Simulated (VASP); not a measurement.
Input of a VASP 6.6.1 run:

Contents of INCAR:

```
PREC     = Accurate       # precision mode
ENCUT    = 350            # plane-wave cutoff, eV
EDIFF    = 1E-7           # SCF threshold, eV
ISMEAR   = 0              # smearing method
SIGMA    = 0.1            # smearing width, eV
LREAL    = False          # projectors in reciprocal space
LASPH    = True           # aspherical terms in the spheres
NELM     = 80             # most SCF steps
ALGO     = Normal         # electronic algorithm
ISIF     = 3              # what is computed and relaxed
LWAVE    = False          # write WAVECAR
LCHARG   = False          # write CHGCAR
GGA      = PE             # functional
IBRION   = 2              # ionic algorithm
NSW      = 80             # ionic steps
EDIFFG   = -0.002         # ionic threshold
```

File KPOINTS:

```
regular mesh
0
Gamma
  18 18 18
```

The input POSCAR:

```
Pt                                      
1.0
    0.0000000000      1.9818389122      1.9818389122
    1.9818389122      0.0000000000      1.9818389122
    1.9818389122      1.9818389122     -0.0000000000
  Pt            
     1
Direct
     0.0000000000000000    0.0000000000000000    0.0000000000000000
```

Potentials or basis: VASP PAW PBE potentials, release 64 (Pt).

Command:

```console
$ cat potpaw_PBE.64/Pt/POTCAR > POTCAR
$ mpirun -np 1 vasp_std > vasp.out
```

**Question.** Estimate the relaxed cell.

**Answer.** a = 2.803 Å, b = 2.803 Å, c = 2.803 Å, α = 60.00°, β = 60.00°, γ = 60.00°.

**Question.** What does it give for the relaxed volume?

**Answer.** 15.57 Å³/atom.

**Question.** Predict the band gap on the k mesh.

**Answer.** None (metal or under the smearing width).

Final structure:
```xyz
1
Lattice="0.0000 1.9820 1.9820 1.9820 0.0000 1.9820 1.9820 1.9820 0.0000" Properties=species:S:1:pos:R:3 pbc="T T T"
Pt    0.0000    0.0000    0.0000
```

Spin-orbit coupling is left out, which matters for the levels of Pt.
